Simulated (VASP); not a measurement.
# OSnBrH in VASP: a series of runs

The runs below take OSnBrH through single point, relaxation of the atoms, with PBE.

Program: VASP 6.6.1. These are calculated values, not measurements. Logs are shortened: lines on timing, memory, paths and dates and some standing lists are left out, and cuts for length are marked.

## Step 1: The undisturbed molecule

The cell holds a molecule in a box, 4 atoms: a = 13.000 Å, b = 11.000 Å, c = 11.000 Å, α = 90.00°, β = 90.00°, γ = 90.00°.

## Step 2: Single point, PBE (atoms moved at random, drawn with an rms of 0.05 Å)

The input, INCAR:

```
PREC = Accurate ; ENCUT = 520
EDIFF = 1E-7 ; ISMEAR = 0
SIGMA = 0.01 ; LREAL = F
LASPH = T ; NELM = 80
ALGO = Fast ; ISIF = 2
LWAVE = F ; LCHARG = F
GGA = PE
```

The input, KPOINTS:

```
regular mesh
0
Gamma
  1 1 1
```

The input, POSCAR:

```
SnHBrO
1.0
   13.0000000000      0.0000000000      0.0000000000
    0.0000000000     11.0000000000      0.0000000000
    0.0000000000      0.0000000000     11.0000000000
O Sn Br H
1 1 1 1
Direct
    0.4365490000      0.5554970000      0.4418060000
    0.4436100000      0.4494140000      0.5881420000
    0.6376660000      0.4278510000      0.5771400000
    0.3657610000      0.5827020000      0.4164480000
```

Potentials or basis: VASP PAW PBE potentials, release 64 (O, Sn_d, Br, H).

Run with:

```console
cat potpaw_PBE.64/O/POTCAR potpaw_PBE.64/Sn_d/POTCAR potpaw_PBE.64/Br/POTCAR potpaw_PBE.64/H/POTCAR > POTCAR
mpirun -np 1 vasp_gam > vasp.out
```

OUTCAR:

```text
PREC = Accurate
   ENCUT = 520
   EDIFF = 1E-7
   ISMEAR = 0
   LREAL = F
   LASPH = T
   NELM = 80
   ISIF = 2
   GGA = PE

 ion  position               nearest neighbor table
   1  0.437  0.555  0.442-   4 1.01   2 1.99
   2  0.444  0.449  0.588-   1 1.99   3 2.54
   3  0.638  0.428  0.577-   2 2.54
   4  0.366  0.583  0.416-   1 1.01

  LATTYP: Found a simple tetragonal cell.
 ALAT       =    11.0000000000
 C/A-ratio  =     1.1818181818

  Lattice vectors:

 A1 = (   0.0000000000,  11.0000000000,   0.0000000000)
 A2 = (   0.0000000000,   0.0000000000,  11.0000000000)
 A3 = (  13.0000000000,   0.0000000000,   0.0000000000)

Analysis of symmetry for initial positions (statically):
=====================================================================
 Subroutine PRICEL returns:
 Original cell was already a primitive cell.

 Routine SETGRP: Setting up the symmetry group for a
 simple tetragonal supercell.

 Subroutine GETGRP returns: Found  1 space group operations
 (whereof  1 operations were pure point group operations)
 out of a pool of 16 trial point group operations.

The static configuration has the point symmetry C_1 .

Analysis of symmetry for dynamics (positions and initial velocities):
=====================================================================
 Subroutine PRICEL returns:
 Original cell was already a primitive cell.

 Routine SETGRP: Setting up the symmetry group for a
 simple tetragonal supercell.

 Subroutine GETGRP returns: Found  1 space group operations
 (whereof  1 operations were pure point group operations)
 out of a pool of 16 trial point group operations.

The dynamic configuration has the point symmetry C_1 .

 Subroutine INISYM returns: Found  1 space group operations
 (whereof  1 operations are pure point group operations),
 and found     1 'primitive' translations

----------------------------------------------------------------------------------------

                                     Primitive cell

  volume of cell :    1573.0000

  direct lattice vectors                    reciprocal lattice vectors
    13.000000000  0.000000000  0.000000000     0.076923077  0.000000000  0.000000000
     0.000000000 11.000000000  0.000000000     0.000000000  0.090909091  0.000000000
     0.000000000  0.000000000 11.000000000     0.000000000  0.000000000  0.090909091

  length of vectors
    13.000000000 11.000000000 11.000000000     0.076923077  0.090909091  0.090909091

  position of ions in fractional coordinates (direct lattice)
     0.436549000  0.555497000  0.441806000
     0.443610000  0.449414000  0.588142000
     0.637666000  0.427851000  0.577140000
     0.365761000  0.582702000  0.416448000

  ion indices of the primitive-cell ions
   primitive index   ion index
                 1           1
                 2           2
                 3           3
                 4           4

----------------------------------------------------------------------------------------

 KPOINTS: regular mesh

Automatic generation of k-mesh.
 Grid dimensions read from file:
 generate k-points for:    1    1    1

 Generating k-lattice:

  Cartesian coordinates                     Fractional coordinates (reciprocal lattice)
     0.076923077  0.000000000  0.000000000     1.000000000  0.000000000  0.000000000
     0.000000000  0.090909091  0.000000000     0.000000000  1.000000000  0.000000000
     0.000000000  0.000000000  0.090909091     0.000000000  0.000000000  1.000000000

  Length of vectors
     0.076923077  0.090909091  0.090909091

  Shift w.r.t. Gamma in fractional coordinates (k-lattice)
     0.000000000  0.000000000  0.000000000

 Subroutine IBZKPT returns following result:
 ===========================================

 Found      1 irreducible k-points:

 Following reciprocal coordinates:
            Coordinates               Weight
  0.000000  0.000000  0.000000      1.000000
   k-points           NKPTS =      1   k-points in BZ     NKDIM =      1   number of bands    NBANDS=     18
   number of dos      NEDOS =    301   number of ions     NIONS =      4
   total plane-waves  NPLWV = 691488
   dimension x,y,z NGX =    98 NGY =   84 NGZ =   84
   dimension x,y,z NGXF=   196 NGYF=  168 NGZF=  168
   ions per type =               1   1   1   1
   NGX,Y,Z   is equivalent  to a cutoff of  12.53, 12.70, 12.70 a.u.
   NGXF,Y,Z  is equivalent  to a cutoff of  25.06, 25.39, 25.39 a.u.
 SYSTEM =  unknown system
   PREC   = accura    normal or accurate (medium, high low for compatibility)
   ISTART =      0    job   : 0-new  1-cont  2-samecut
   ICHARG =      2    charge: 1-file 2-atom 10-const
   ISPIN  =      1    spin polarized calculation?
   LNONCOLLINEAR =      F non collinear calculations
   LSORBIT =      F    spin-orbit coupling
   LASPH  =      T    aspherical Exc in radial PAW
   ENCUT  =  520.0 eV  38.22 Ry    6.18 a.u.  24.17 20.45 20.45*2*pi/ulx,y,z
   NELM   =     80;   NELMIN=  2; NELMDL= -5     # of ELM steps
   EDIFF  = 0.1E-06   stopping-criterion for ELM
   LREAL  =      F    real-space projection
   EDIFFG = 0.1E-05   stopping-criterion for IOM
   NSW    =      0    number of steps for IOM
   IBRION =     -1    ionic relax: 0-MD 1-quasi-New 2-CG
   NFREE  =      0    steps in history (QN), initial steepest desc. (CG)
   ISIF   =      2    stress and relaxation
   ISYM   =      2    0-nonsym 1-usesym 2-fastsym
   POTIM  = 0.5000    time-step for ionic-motion
   TEBEG  =    0.0;   TEEND  =   0.0 temperature during run
   PSTRESS=    0.0 pullay stress
   NELECT =      28.0000    total number of electrons
   NUPDOWN=      -1.0000    fix difference up-down
   EMIN   =  10.00;   EMAX   =-10.00  energy-range for DOS
   EFERMI =   0.00;   METHOD = LEGACY
   ISMEAR =     0;   SIGMA  =   0.01  broadening in eV -4-tet -1-fermi 0-gaus
   EFERMI_NEDOS =   21; number of points for ismear=-14 and -15
   IALGO  =     68    algorithm
   IMIX   =      4    mixing-type and parameters
     AMIX     =   0.40;   BMIX     =  1.00
     AMIX_MAG =   1.60;   BMIX_MAG =  1.00
  volume/ion in A,a.u.               =     393.25      2653.78
  Fermi-wavevector in a.u.,A,eV,Ry     =   0.427449  0.807762  2.485960  0.182713
  Thomas-Fermi vector in A             =   1.394107
   LORBIT       =      0    0 simple, 1 ext, 2 COOP (PROOUT), +10 PAW based schemes
   GGA     = PE    functional components
   LHFCALC =     F    Hartree Fock is set to
   AEXX    =    0.0000 exact exchange contribution
   IVDW    =     0    specifies the selected vdW correction
   LEPSILON=     F    determine dielectric tensor
   LRPA    =     F    only Hartree local field effects (RPA)
 non-spin polarized calculation
 RMM-DIIS sequential band-by-band and
 Gauss-broadening in eV      SIGMA  =   0.01
  energy-cutoff  :      520.00
  volume of cell :     1573.00
 maximum number of plane-waves:     21209
 NGX is ok and might be reduce to    98
   NGX = 49   NGY = 41   NGZ = 41

 number of electron      28.0000006 magnetization

 Free energy of the ion-electron system (eV)
  ---------------------------------------------------
  ext. energy  EPLUGINS =         0.00000000
  ---------------------------------------------------
  free energy    TOTEN  =       -16.60684366 eV

  energy without entropy =      -16.60684366  energy(sigma->0) =      -16.60684366

 E-fermi :  -5.9989     XC(G=0):  -0.9846

 val. band max:       -6.0514109819   @ k =   0.0000   0.0000   0.0000
 cond. band min:      -2.9312835018   @ k =   0.0000   0.0000   0.0000
 fundamental gap:      3.1201274800
 Fermi energy:        -5.9988558868

 k-point     1 :       0.0000    0.0000    0.0000
  band No.  band energies     occupation
      1     -26.2340      2.00000
      2     -26.0340      2.00000
      3     -26.0142      2.00000
      4     -25.9196      2.00000
      5     -25.7791      2.00000
      6     -23.3127      2.00000
[... 10 lines left out ...]
     17      -0.8242      0.00000
     18      -0.1858      0.00000

------------------------ aborting loop because EDIFF is reached ----------------------------------------

  FORCE on cell =-STRESS in cart. coord.  units (eV):
  Direction    XX          YY          ZZ          XY          YZ          ZX
  --------------------------------------------------------------------------------------
  -------------------------------------------------------------------------------------
  Total       -1.0802000      0.0796979      0.3081883      0.3540881     -0.2190569     -0.3536088
  in kB       -1.1002364      0.0811762      0.3139049      0.3606560     -0.2231202     -0.3601678
  external PRESSURE =      -0.2350518 kB  Pullay stress =       0.0000000 kB

 VOLUME and BASIS-vectors are now :
 -----------------------------------------------------------------------------
  energy-cutoff  :      520.00
  volume of cell :     1573.00
      direct lattice vectors                 reciprocal lattice vectors
    13.000000000  0.000000000  0.000000000     0.076923077  0.000000000  0.000000000
     0.000000000 11.000000000  0.000000000     0.000000000  0.090909091  0.000000000
     0.000000000  0.000000000 11.000000000     0.000000000  0.000000000  0.090909091

 POSITION                                       TOTAL-FORCE (eV/Angst)
 -----------------------------------------------------------------------------------
      5.67514      6.11047      4.85987        -1.290596      0.671943     -0.756317
      5.76693      4.94355      6.46956        -0.059550     -0.198966      0.285996
      8.28966      4.70636      6.34854         0.073896     -0.017506      0.014956
      4.75489      6.40972      4.58093         1.276250     -0.455472      0.455366
 -----------------------------------------------------------------------------------
    total drift:                               -0.000029      0.000315     -0.000040

  FREE ENERGIE OF THE ION-ELECTRON SYSTEM (eV)
  ---------------------------------------------------
  free  energy   TOTEN  =       -16.6068436561 eV

  energy  without entropy=      -16.6068436561  energy(sigma->0) =      -16.60684366
```

It took 3.2 min on 1 thread of Intel Xeon Platinum 8559C (Emerald Rapids), shared host; peak memory 1.2 GiB.

Results:

* Free energy: -16.6068 eV
* Largest force: 1.640 eV/Å
* Gap between the frontier levels: 3.12 eV

Forces on the atoms (eV/Å):
```
O   -1.291  0.672 -0.756
Sn  -0.060 -0.199  0.286
Br   0.074 -0.018  0.015
H    1.276 -0.455  0.455
```

Levels at points of the mesh, in eV from the valence-band top:
```
           k point  band 12  band 13  band 14  band 15  band 16  band 17
(0.00, 0.00, 0.00)    -0.50    -0.46     0.00     3.12     4.75     5.23
```

Caveat: spin-orbit coupling is left out, which moves the levels of the heavy elements.

(Part 1 of 2 ends here.)
